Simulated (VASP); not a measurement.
Wanted: the native input for a VASP 6.6.1 run.

| Property | Result |
| --- | --- |
| Task | single point |
| Functional | PBE |
| Potentials or basis | VASP PAW PBE potentials, release 64 (Ti_sv, Ge_d, As) |
| Cutoff | 520 eV |
| k mesh | 9 × 9 × 6 |
| Occupations | gaussian, width 0.1 eV |
| Spin | no spin polarisation |
| Dipole correction | no |
| Further INCAR settings | ALGO = Fast; EDIFF = 1e-07; NBANDS = 33 |

The structure of TiGe2As2 lies in POSCAR:

```
TiGe2As2
1.0
    4.6479908053      0.0000000000      0.0000000000
   -2.3239954026      4.0252781139      0.0000000000
    0.0000000000      0.0000000000      7.5353168424
Ti Ge As
1 2 2
Direct
    0.0000000000      0.0000000000      0.0000000000
    0.0000000000      0.0000000000      0.3327679221
    0.0000000000      0.0000000000      0.6672320779
    0.3333333333      0.6666666667      0.5000000000
    0.6666666667      0.3333333333      0.5000000000
```

The cell was built by a generator and needn't be a form met in nature.

These files were run (other wordings do the same):

INCAR

```
  PREC = Accurate
  ENCUT = 520
  EDIFF = 1E-7
  ISMEAR = 0
  SIGMA = 0.1
  LREAL = F
  LASPH = T
  NELM = 100
  ALGO = Fast
  ISIF = 2
  LWAVE = F
  LCHARG = F
  GGA = PE
  NBANDS = 33
```

KPOINTS

```
regular mesh
0
Gamma
  9 9 6
```

Potentials or basis: VASP PAW PBE potentials, release 64 (Ti_sv, Ge_d, As).

The run is started by

```sh
$ cat potpaw_PBE.64/Ti_sv/POTCAR potpaw_PBE.64/Ge_d/POTCAR potpaw_PBE.64/As/POTCAR > POTCAR
$ mpirun -np 1 vasp_std > vasp.out
```

It gave:

* Pressure: 0.1 GPa
* Largest force: 0.008 eV/Å
* Band gap on the k mesh: none (metal or under the smearing width)

Run time: 27 min on 1 thread of Intel(R) Xeon(R) Platinum 8175M CPU @ 2.50GHz (Skylake/Cascade Lake) (shared host), peak memory 0.41 GiB.
